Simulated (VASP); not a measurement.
Crystal: GaSn.

```xyz
2
Lattice="0.0000 2.9029 3.0982 2.7293 0.0000 3.0982 2.7293 2.9029 0.0000" Properties=species:S:1:pos:R:3 pbc="T T T"
Ga    2.7293    2.9029    3.0982
Sn    0.0000    0.0000    0.0000
```

The cell was built by a generator and needn't be a form met in nature.

```yaml
Program: VASP 6.6.1
Task: relaxation of cell and atoms
Functional: rev-vdW-DF2
Potentials_or_basis: VASP PAW PBE potentials, release 64 (Ga_d, Sn_d)
Cutoff: 600 eV
k_mesh: 8 × 8 × 8
Occupations: fermi-dirac, width 0.05 eV
Spin: no spin polarisation
```

At the start: pressure 0.2 GPa; volume 24.55 Å³/atom.

Question: How do energy, volume and symmetry change on relaxing?

Answer: Over 9 steps the energy falls by 60.0 meV/atom and the volume is 24.03 Å³/atom (-2.1 %); space group Fm-3m (No. 225, to 0.05 Å).

Step by step:
```csv
step,energy change (eV),largest force (eV/Å),pressure (GPa),volume (Å³)
1,0.0000,0.0000,0.20,49.09
2,-0.0982,0.0000,-1.02,49.24
3,-0.1105,0.0000,-1.12,49.23
4,-0.1153,0.0000,-1.19,49.25
5,-0.1153,0.0000,-1.18,49.25
6,-0.1197,0.0000,0.23,47.84
7,-0.1198,0.0000,-0.03,48.08
8,-0.1198,0.0000,-0.11,48.10
9,-0.1200,0.0000,-0.05,48.06
```

Final structure:
```yaml
crystal:
  lattice:
    - [0.00000, 2.88442, 2.88485]
    - [2.88760, 0.00000, 2.88485]
    - [2.88760, 2.88442, 0.00000]
  atoms:
    - { symbol: Ga, position: [0.50000, 0.50000, 0.50000] }
    - { symbol: Sn, position: [0.00000, 0.00000, 0.00000] }
```

Caveat: the PAW data sets were made with another functional, which shifts forces and pressure a little.
